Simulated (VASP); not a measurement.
Computed with optB86b-vdW, VASP's PBE PAW potentials (set 64) (plane waves; VASP 6.6.1).

VASP ran on this input.

KPOINTS:
```
Automatic mesh
0
Gamma
14 14 14
0 0 0
```

POSCAR:
```
HfC
1
    0.0000000000     2.3611474012     2.3611474012
    2.3611474012     0.0000000000     2.3611474012
    2.3611474012     2.3611474012     0.0000000000
Hf C
1 1
Direct
  0.0000000000   0.0000000000   0.0000000000
  0.5000000000   0.5000000000   0.5000000000
```

### INCAR
```
SYSTEM = HfC
PREC = Accurate; ENCUT = 520; LREAL = .FALSE.
LASPH = .TRUE.
EDIFF = 1E-7; NELM = 100; ALGO = Normal
LMAXMIX = 6
ISMEAR = 1; SIGMA = 0.1
GGA = MK; LUSE_VDW = .TRUE.; AGGAC = 0.0
PARAM1 = 0.1234; PARAM2 = 1.0
ISIF = 2
LWAVE = .FALSE.; LCHARG = .FALSE.
```

POTCAR, in this order: Hf_pv C (PBE.64 set). Program: vasp_std.

Unless said otherwise, spin-orbit coupling is left out, though it shifts the bands of the heavy elements here.

Question: Estimate the energy per atom (σ→0), pressure, band gap (on the k-mesh).

Answer: 
```yaml
energy per atom (σ→0): -8.908 eV/atom
band gap (on the k-mesh): none (metal, semimetal or under 0.01 eV)
pressure: -128.8 kbar
```

File OSZICAR:
```
...
DAV:   8    -0.178240325767E+02    0.66658E-02   -0.86909E-02  2570   0.285E+00    0.682E+00
DAV:   9    -0.178155213003E+02    0.85113E-02   -0.39452E-02  2582   0.120E+00    0.187E+00
DAV:  10    -0.178153265104E+02    0.19479E-03   -0.10552E-03  2779   0.277E-01    0.494E-01
DAV:  11    -0.178153228263E+02    0.36841E-05   -0.26537E-04  2644   0.116E-01    0.619E-02
DAV:  12    -0.178153201972E+02    0.26291E-05   -0.14167E-05  2707   0.303E-02    0.819E-02
DAV:  13    -0.178153195542E+02    0.64302E-06   -0.74954E-07  2730   0.914E-03    0.339E-03
DAV:  14    -0.178153195464E+02    0.77300E-08   -0.12753E-08  1393   0.112E-03
   1 F= -.17815320E+02 E0= -.17815258E+02  d E =-.185724E-03
```

The compound is HfC in the rock salt structure. This cell is one point of a volume scan, at 1.06 of the reference volume.
